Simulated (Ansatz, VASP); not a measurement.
# Two plane-wave programs on HfMg3

```
CELL_PARAMETERS angstrom
6.30997 0.00000 0.00000
-3.15499 5.46460 0.00000
0.00000 0.00000 5.03102
ATOMIC_POSITIONS crystal
Hf 0.66667 0.33333 0.25000
Hf 0.33333 0.66667 0.75000
Mg 0.66433 0.83216 0.25000
Mg 0.16784 0.83216 0.25000
Mg 0.16784 0.33567 0.25000
Mg 0.83216 0.66433 0.75000
Mg 0.83216 0.16784 0.75000
Mg 0.33567 0.16784 0.75000
```

The cell comes from a database or a generator and needn't be the stable form of this composition.

Alike in both runs: task single point; functional PBE; k mesh 5 × 5 × 5; occupations gaussian, width 0.05 eV; no spin polarisation.

|  | VASP | Ansatz |
| --- | --- | --- |
| version | VASP 6.6.1 | Ansatz 0.2.0 |
| potentials or method | VASP PAW PBE potentials, release 54 (Hf_pv, Mg) | Ansatz PAW |
| plane-wave cutoff (eV) | 520 | 420 |
| valence electrons in the cell | 32 | 112 |

|  | VASP | Ansatz | Ansatz less VASP |
| --- | --- | --- | --- |
| gap on the k mesh at the Fermi level (eV) | none | none | - |
| pressure (GPa) | 0.0 | 0.1 | +0.12 |
| largest component of the traceless stress (GPa) | 0.18 | 0.17 | -0.007 |
| rms of the force components (eV/Å) | 0.005 | 0.004 | -0.0009 |

Atom by atom the forces differ by 0.001 eV/Å (rms over components). A gap of «none» marks a metal or a gap that the smearing closes. The functional is the same, so the differences come from potentials, cutoffs and numerics. The two sets of potentials don't hold the same shells in valence.

Spin-orbit coupling is left out, which matters for the levels of Hf.
